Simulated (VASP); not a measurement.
Output of a VASP run:

File OUTCAR:
```
 ion  position               nearest neighbor table
   1  0.000  0.000  0.000-   2 2.32   3 2.32   2 2.32   3 2.32   3 2.32   3 2.32   2 2.32   2 2.32
                             3 2.32   3 2.32   2 2.32   2 2.32
   2  0.333  0.667  0.500-   3 1.72   3 1.72   3 1.72   1 2.32   1 2.32   1 2.32   1 2.32   1 2.32
                             1 2.32
   3  0.667  0.333  0.500-   2 1.72   2 1.72   2 1.72   1 2.32   1 2.32   1 2.32   1 2.32   1 2.32
                             1 2.32
  LATTYP: Found a hexagonal cell.
 ALAT       =     2.9723535418
 C/A-ratio  =     1.0534499637
 Subroutine PRICEL returns:
 Original cell was already a primitive cell.
 Subroutine GETGRP returns: Found 24 space group operations
The static configuration has the point symmetry D_6h.
The dynamic configuration has the point symmetry D_6h.
 Subroutine INISYM returns: Found 24 space group operations
 Subroutine IBZKPT returns following result:
 Found    114 irreducible k-points:

 Following reciprocal coordinates:
            Coordinates               Weight
  0.000000  0.000000  0.000000      1.000000
  0.083333 -0.000000  0.000000      6.000000
  0.166667  0.000000  0.000000      6.000000
  0.250000  0.000000  0.000000      6.000000
  0.333333  0.000000  0.000000      6.000000
  0.416667  0.000000  0.000000      6.000000
  0.500000  0.000000  0.000000      3.000000
  0.083333  0.083333  0.000000      6.000000
  0.166667  0.083333  0.000000     12.000000
  0.250000  0.083333  0.000000     12.000000
  0.333333  0.083333  0.000000     12.000000
  0.416667  0.083333  0.000000     12.000000
  0.166667  0.166667  0.000000      6.000000
  0.250000  0.166667  0.000000     12.000000
  0.333333  0.166667  0.000000     12.000000
  0.416667  0.166667  0.000000      6.000000
  0.250000  0.250000  0.000000      6.000000
  0.333333  0.250000  0.000000     12.000000
  0.333333  0.333333  0.000000      2.000000
  0.000000  0.000000  0.100000      2.000000
  0.083333 -0.000000  0.100000     12.000000
  0.166667  0.000000  0.100000     12.000000
  0.250000  0.000000  0.100000     12.000000
  0.333333  0.000000  0.100000     12.000000
  0.416667  0.000000  0.100000     12.000000
  0.500000  0.000000  0.100000      6.000000
  0.083333  0.083333  0.100000     12.000000
  0.166667  0.083333  0.100000     24.000000
  0.250000  0.083333  0.100000     24.000000
  0.333333  0.083333  0.100000     24.000000
  0.416667  0.083333  0.100000     24.000000
  0.166667  0.166667  0.100000     12.000000
  0.250000  0.166667  0.100000     24.000000
  0.333333  0.166667  0.100000     24.000000
  0.416667  0.166667  0.100000     12.000000
  0.250000  0.250000  0.100000     12.000000
  0.333333  0.250000  0.100000     24.000000
  0.333333  0.333333  0.100000      4.000000
  0.000000  0.000000  0.200000      2.000000
  0.083333 -0.000000  0.200000     12.000000
   k-points           NKPTS =    114   k-points in BZ     NKDIM =    114   number of bands    NBANDS=     13
   number of dos      NEDOS =    301   number of ions     NIONS =      3
   total plane-waves  NPLWV =  16128
   dimension x,y,z NGX =    24 NGY =   24 NGZ =   28
   dimension x,y,z NGXF=    48 NGYF=   48 NGZF=   56
   ions per type =               1   2
   PREC   = accura    normal or accurate (medium, high low for compatibility)
   ISTART =      0    job   : 0-new  1-cont  2-samecut
   ICHARG =      2    charge: 1-file 2-atom 10-const
   ISPIN  =      1    spin polarized calculation?
   LNONCOLLINEAR =      F non collinear calculations
   LSORBIT =      F    spin-orbit coupling
   INIWAV =      1    electr: 0-lowe 1-rand  2-diag
   ENCUT  =  620.0 eV  45.57 Ry    6.75 a.u.   6.03  6.03  6.36*2*pi/ulx,y,z
   NELM   =    100;   NELMIN=  2; NELMDL= -5     # of ELM steps
   EDIFF  = 0.1E-05   stopping-criterion for ELM
   LREAL  =      F    real-space projection
   NLSPLINE    = F    spline interpolate recip. space projectors
   LMAXMIX     =    4 max onsite mixed and CHGCAR
...
```

**OSZICAR**
```
...
DAV:  12    -0.243288451810E+02    0.11720E-04   -0.88813E-05  3832   0.124E-01    0.103E-02
DAV:  13    -0.243288444890E+02    0.69193E-06   -0.88412E-06  3484   0.423E-02
   1 F= -.19842872E+02 E0= -.19842646E+02  d E =-.198429E+02
       N       E                     dE             d eps       ncg     rms          rms(c)
DAV:   1    -0.249213136348E+02   -0.59247E+00   -0.21677E+01  3199   0.732E+01    0.960E+00
DAV:   2    -0.240086875573E+02    0.91263E+00   -0.39082E+00  3918   0.317E+01    0.174E+00
DAV:   3    -0.239540158905E+02    0.54672E-01   -0.23595E-01  3510   0.496E+00    0.692E-01
DAV:   4    -0.239635531826E+02   -0.95373E-02   -0.12831E-01  3808   0.267E+00    0.494E-01
DAV:   5    -0.239762586078E+02   -0.12705E-01   -0.16178E-02  3918   0.126E+00    0.868E-02
DAV:   6    -0.239790799472E+02   -0.28213E-02   -0.80655E-03  4267   0.498E-01    0.891E-02
DAV:   7    -0.239793871228E+02   -0.30718E-03   -0.23583E-03  3718   0.525E-01    0.197E-01
DAV:   8    -0.239794779011E+02   -0.90778E-04   -0.92504E-04  3289   0.425E-01    0.989E-03
DAV:   9    -0.239794912484E+02   -0.13347E-04   -0.24767E-05  3500   0.546E-02    0.125E-02
DAV:  10    -0.239794907568E+02    0.49166E-06   -0.67946E-06  3540   0.206E-02
   2 F= -.19811401E+02 E0= -.19811183E+02  d E =0.314713E-01
       N       E                     dE             d eps       ncg     rms          rms(c)
DAV:   1    -0.246056181558E+02   -0.62613E+00   -0.83373E+00  3244   0.475E+01    0.642E+00
DAV:   2    -0.242470009447E+02    0.35862E+00   -0.23761E+00  3646   0.228E+01    0.114E+00
DAV:   3    -0.242109327708E+02    0.36068E-01   -0.17953E-01  3837   0.518E+00    0.391E-01
DAV:   4    -0.242166357992E+02   -0.57030E-02   -0.47293E-02  3669   0.144E+00    0.269E-01
DAV:   5    -0.242223503651E+02   -0.57146E-02   -0.77695E-03  4603   0.674E-01    0.225E-01
DAV:   6    -0.242238997881E+02   -0.15494E-02   -0.25084E-03  3984   0.435E-01    0.733E-02
DAV:   7    -0.242239586177E+02   -0.58830E-04   -0.40571E-04  4228   0.148E-01    0.769E-02
DAV:   8    -0.242240548416E+02   -0.96224E-04   -0.23600E-04  3775   0.166E-01    0.113E-02
DAV:   9    -0.242240529603E+02    0.18812E-05   -0.30341E-05  3760   0.464E-02    0.507E-03
DAV:  10    -0.242240532459E+02   -0.28560E-06   -0.11464E-06  2159   0.113E-02
   3 F= -.19864970E+02 E0= -.19864746E+02  d E =-.220978E-01
       N       E                     dE             d eps       ncg     rms          rms(c)
DAV:   1    -0.242216056046E+02    0.24474E-02   -0.13880E-03  3199   0.596E-01    0.803E-02
DAV:   2    -0.242215451713E+02    0.60433E-04   -0.32753E-04  3595   0.274E-01    0.145E-02
DAV:   3    -0.242215403672E+02    0.48041E-05   -0.23854E-05  3846   0.576E-02    0.554E-03
DAV:   4    -0.242215412160E+02   -0.84878E-06   -0.74759E-06  3235   0.195E-02
   4 F= -.19864971E+02 E0= -.19864748E+02  d E =-.220989E-01
       N       E                     dE             d eps       ncg     rms          rms(c)
DAV:   1    -0.242206023950E+02    0.93797E-03   -0.34010E-02  3239   0.302E+00    0.187E-01
DAV:   2    -0.242202516490E+02    0.35075E-03   -0.15896E-03  2999   0.411E-01    0.107E-01
DAV:   3    -0.242200636365E+02    0.18801E-03   -0.31243E-04  3730   0.229E-01    0.146E-02
DAV:   4    -0.242200643385E+02   -0.70202E-06   -0.20137E-05  3087   0.528E-02    0.885E-03
DAV:   5    -0.242200642615E+02    0.76986E-07   -0.12841E-06  2165   0.152E-02
   5 F= -.19865297E+02 E0= -.19865117E+02  d E =-.325700E-03
```

**OUTCAR**
```
------------------------ aborting loop because EDIFF is reached ----------------------------------------
  FORCE on cell =-STRESS in cart. coord.  units (eV):
  Direction    XX          YY          ZZ          XY          YZ          ZX
  --------------------------------------------------------------------------------------
  Total        4.3728967      4.3728968      4.3480076      0.0000000     -0.0000000     -0.0000000
  in kB      301.2489058    301.2489144    299.5342922      0.0000000     -0.0000000     -0.0000000
  external PRESSURE =       0.6773708 kB  Pullay stress =     300.0000000 kB
  volume of cell :       23.26
      direct lattice vectors                 reciprocal lattice vectors
     1.473302707 -2.551835180 -0.000000000     0.339373571 -0.195937419  0.000000000
     1.473302707  2.551835180  0.000000000     0.339373571  0.195937419  0.000000000
    -0.000000000 -0.000000000  3.092998581     0.000000000 -0.000000000  0.323310850
 POSITION                                       TOTAL-FORCE (eV/Angst)
 -----------------------------------------------------------------------------------
      1.47330     -2.55184     -0.00000        -0.000000     -0.000000      0.000000
      1.47330      0.85061      1.54650         0.000000     -0.000000     -0.000000
      1.47330     -0.85061      1.54650        -0.000000      0.000000      0.000000
 -----------------------------------------------------------------------------------
    total drift:                                0.000000     -0.000000     -0.000000
  FREE ENERGIE OF THE ION-ELECTRON SYSTEM (eV)
  ---------------------------------------------------
  free  energy   TOTEN  =       -24.2200642615 eV

  energy  without entropy=      -24.2195244333  energy(sigma->0) =      -24.21988432
  enthalpy is  TOTEN    =       -19.8652965344 eV   P V=        4.3547677272

 reached required accuracy - stopping structural energy minimisation
```
(Selected blocks of OUTCAR.)

### POSCAR
```
TiB2
1
    1.4861767572    -2.5741336841     0.0000000000
    1.4861767572     2.5741336841     0.0000000000
    0.0000000000     0.0000000000     3.1312257306
Ti B
1 2
Direct
  0.0000000000   0.0000000000   0.0000000000
  0.3333330000   0.6666670000   0.5000000000
  0.6666670000   0.3333330000   0.5000000000
```

Q: Reconstruct the remaining input files.

A: This is not unique; one that fits is the input of the run itself, PBE GGA, plane waves, VASP's PBE PAW potentials (set 64).

### KPOINTS
```
Automatic mesh
0
gamma
 12 12 10
```

INCAR:
```
# general
SYSTEM  = TiB2
PREC    = Accurate
ENCUT   = 620
LREAL   = F
LASPH   = T

# electronic loop
EDIFF   = 1E-6
NELM    = 100
ALGO    = Normal
LMAXMIX = 4

# smearing
ISMEAR  = 1
SIGMA   = 0.1

# functional
GGA     = PE

# ions
IBRION  = 2
NSW     = 40
ISIF    = 3
EDIFFG  = -0.02
PSTRESS = 300

# output
LWAVE   = F
LCHARG  = F
```

POTCAR, in this order: Ti_sv B (PBE.64 set). Program: vasp_std.

Energy and stress use the plane-wave basis of the starting cell.

The compound is TiB2 in the AlB2 type structure. This run relaxes it under an external pressure of 30 GPa. Symmetry was kept, so distortions that lower it aren't found.
